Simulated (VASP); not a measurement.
# CsNiN (P-6m2) in VASP: single point with PBE

Aim: the single point of CsNiN with PBE.

All numbers are computed with VASP 6.6.1; they aren't measurements. Logs are shortened: lines on timing, memory, paths and dates and some standing lists are left out, and cuts for length are marked.

## (1) The structure

It takes space group P-6m2 (No. 187, hexagonal). The conventional cell has a = 5.537 Å, b = 5.537 Å, c = 3.447 Å, α = 90.00°, β = 90.00°, γ = 120.00°. Cs (site symmetry -6m2) has 3 N at 3.20 Å and 2 Cs at 3.45 Å and 6 Ni at 3.63 Å as nearest neighbours. Ni (site symmetry -6m2) is surrounded by 2 N at 1.72 Å. N (site symmetry -6m2) is surrounded by 2 Ni at 1.72 Å.

The cell comes from a database or a generator and needn't be the stable form of this composition.

## (2) Single point, PBE, collinear spin, ferromagnetic start

The input, INCAR:

```
SYSTEM = CsNiN
PREC = Accurate
ENCUT = 520
EDIFF = 1E-7
ISMEAR = -1
SIGMA = 0.05
LREAL = .FALSE.
LASPH = .TRUE.
NELM = 120
ALGO = Normal
ISIF = 2
LWAVE = .FALSE.
LCHARG = .TRUE.
ISPIN = 2
MAGMOM = 0 2.5 0
LORBIT = 11
LMAXMIX = 4
GGA = PE
LELF = .TRUE.
LVHAR = .TRUE.
```

The input, KPOINTS:

```
Automatic mesh
0
G
  6 6 8
  0 0 0
```

The input, POSCAR:

```
CsNiN
1.0
    5.5369659567      0.0000000000      0.0000000000
   -2.7684829784      4.7951531784      0.0000000000
    0.0000000000      0.0000000000      3.4466570000
Cs Ni N
1 1 1
Direct
    0.6666666667      0.3333333333      0.5000000000
    0.3333333333      0.6666666667      0.0000000000
    0.3333333333      0.6666666667      0.5000000000
```

Potentials or basis: VASP PAW PBE potentials, release 64 (Cs_sv, Ni, N).

Run with:

```console
> cat potpaw_PBE.64/Cs_sv/POTCAR potpaw_PBE.64/Ni/POTCAR potpaw_PBE.64/N/POTCAR > POTCAR
> mpirun -np 1 vasp_std > vasp.out
```

OUTCAR:

```text
SYSTEM = CsNiN
   PREC = Accurate
   ENCUT = 520
   EDIFF = 1E-7
   ISMEAR = -1
   LREAL = .FALSE.
   LASPH = .TRUE.
   NELM = 120
   ISIF = 2
   ISPIN = 2
   LORBIT = 11
   GGA = PE

 ion  position               nearest neighbor table
   1  0.667  0.333  0.500-
   2  0.333  0.667  0.000-   3 1.72   3 1.72
   3  0.333  0.667  0.500-   2 1.72   2 1.72

  LATTYP: Found a hexagonal cell.
 ALAT       =     5.5369659567
 C/A-ratio  =     0.6224811615

  Lattice vectors:

 A1 = (   5.5369659567,   0.0000000000,   0.0000000000)
 A2 = (  -2.7684829784,   4.7951531784,   0.0000000000)
 A3 = (   0.0000000000,   0.0000000000,   3.4466570000)

Analysis of symmetry for initial positions (statically):
=====================================================================
 Subroutine PRICEL returns:
 Original cell was already a primitive cell.

 Routine SETGRP: Setting up the symmetry group for a
 hexagonal supercell.

 Subroutine GETGRP returns: Found 12 space group operations
 (whereof 12 operations were pure point group operations)
 out of a pool of 24 trial point group operations.

The static configuration has the point symmetry D_3h.

Analysis of symmetry for dynamics (positions and initial velocities):
=====================================================================
 Subroutine PRICEL returns:
 Original cell was already a primitive cell.

 Routine SETGRP: Setting up the symmetry group for a
 hexagonal supercell.

 Subroutine GETGRP returns: Found 12 space group operations
 (whereof 12 operations were pure point group operations)
 out of a pool of 24 trial point group operations.

The dynamic configuration has the point symmetry D_3h.

Analysis of structural, dynamic, and magnetic symmetry:
=====================================================================
 Subroutine PRICEL returns:
 Original cell was already a primitive cell.

 Routine SETGRP: Setting up the symmetry group for a
 hexagonal supercell.

 Subroutine GETGRP returns: Found 12 space group operations
 (whereof 12 operations were pure point group operations)
 out of a pool of 24 trial point group operations.

The overall configuration has the point symmetry D_3h.

 Subroutine INISYM returns: Found 12 space group operations
 (whereof 12 operations are pure point group operations),
 and found     1 'primitive' translations

----------------------------------------------------------------------------------------
[... 120 lines left out ...]
   GGA     = PE    functional components
   LHFCALC =     F    Hartree Fock is set to
   AEXX    =    0.0000 exact exchange contribution
   IVDW    =     0    specifies the selected vdW correction
   LEPSILON=     F    determine dielectric tensor
   LRPA    =     F    only Hartree local field effects (RPA)
 spin polarized calculation
  energy-cutoff  :      520.00
  volume of cell :       91.51
 maximum number of plane-waves:      2492
 NGX is ok and might be reduce to    42
   NGX = 21   NGY = 21   NGZ = 13

 number of electron      24.0000010 magnetization       0.4017471

 Free energy of the ion-electron system (eV)
  ---------------------------------------------------
  ext. energy  EPLUGINS =         0.00000000
  ---------------------------------------------------
  free energy    TOTEN  =       -14.26385083 eV

  energy without entropy =      -14.25034821  energy(sigma->0) =      -14.25709952

 E-fermi :   1.4028     XC(G=0):  -7.6416

 val. band max:        1.3631654394   @ k =   0.5000   0.0000   0.2500
 cond. band min:       1.4596252265   @ k =   0.5000   0.0000   0.2500
 fundamental gap:      0.0964597871
 Fermi energy:         1.4028033111

 spin component 1

 k-point     1 :       0.0000    0.0000    0.0000
  band No.  band energies     occupation
      1     -20.8315      1.00000
      2     -12.7786      1.00000
      3      -7.6079      1.00000
      4      -7.6079      1.00000
      5      -6.3187      1.00000
      6      -0.8707      1.00000
[... 459 lines left out ...]
      6      -4.4712      1.00000
[... 9 lines left out ...]
     16       6.2801      0.00000
     17       7.4258      0.00000

 [... further k-points ...]

 spin component 2

 k-point     1 :       0.0000    0.0000    0.0000
  band No.  band energies     occupation
      1     -20.8273      1.00000
      2     -12.5990      1.00000
      3      -7.5997      1.00000
      4      -7.5997      1.00000
      5      -6.3156      1.00000
      6      -0.6881      1.00000
[... 459 lines left out ...]
      6      -4.3881      1.00000
[... 9 lines left out ...]
     16       6.3281      0.00000
     17       7.4591      0.00000

 [... further k-points ...]

------------------------ aborting loop because EDIFF is reached ----------------------------------------

  FORCE on cell =-STRESS in cart. coord.  units (eV):
  Direction    XX          YY          ZZ          XY          YZ          ZX
  --------------------------------------------------------------------------------------
  -------------------------------------------------------------------------------------
  Total        0.0473140      0.0473140      0.0791148     -0.0000000      0.0000000      0.0000000
  in kB        0.8283763      0.8283763      1.3851470     -0.0000000      0.0000000      0.0000000
  external PRESSURE =       1.0139665 kB  Pullay stress =       0.0000000 kB

 VOLUME and BASIS-vectors are now :
 -----------------------------------------------------------------------------
  energy-cutoff  :      520.00
  volume of cell :       91.51
      direct lattice vectors                 reciprocal lattice vectors
     5.536965957  0.000000000  0.000000000     0.180604325  0.104271956  0.000000000
    -2.768482978  4.795153178  0.000000000     0.000000000  0.208543911  0.000000000
     0.000000000  0.000000000  3.446657000     0.000000000  0.000000000  0.290136210

 POSITION                                       TOTAL-FORCE (eV/Angst)
 -----------------------------------------------------------------------------------
      2.76848      1.59838      1.72333         0.000000      0.000000      0.000000
     -0.00000      3.19677      0.00000         0.000000     -0.000000      0.000000
     -0.00000      3.19677      1.72333        -0.000000      0.000000      0.000000
 -----------------------------------------------------------------------------------
    total drift:                               -0.000000      0.000000     -0.000000

  FREE ENERGIE OF THE ION-ELECTRON SYSTEM (eV)
  ---------------------------------------------------
  free  energy   TOTEN  =       -14.2638508306 eV

  energy  without entropy=      -14.2503482081  energy(sigma->0) =      -14.25709952

 total charge

# of ion       s       p       d       tot
------------------------------------------
    1        1.837   4.697   0.054   6.589
    2        0.624   0.618   8.317   9.560
    3        1.280   2.343   0.000   3.623
--------------------------------------------------
tot          3.742   7.658   8.372  19.771

 magnetization (x)

# of ion       s       p       d       tot
------------------------------------------
    1        0.000   0.003   0.002   0.005
    2       -0.001   0.013   0.212   0.224
    3        0.002   0.090   0.000   0.092
--------------------------------------------------
tot          0.002   0.107   0.214   0.322
```

Wall time 62 s (1 thread of Intel Xeon 6975P-C (Granite Rapids), shared host); peak memory 0.31 GiB.

What came out:

```
Free energy                                           : -14.2639 eV
Pressure                                              : 0.1 GPa
Band gap on the k mesh                                : none (metal or under the smearing width)
Net moment                                            : 0.40 μB per cell
Site moments                                          : Cs +0.01; Ni +0.22; N +0.09 μB
Valence electrons inside the program's atomic spheres : Cs 6.59; Ni 9.56; N 3.62
```

Caveat: a cell with one magnetic atom can't hold antiferromagnetic order, which such compounds often take. With open d or f shells a metallic result of PBE can be an artefact of self-interaction; +U or a hybrid may open a gap.
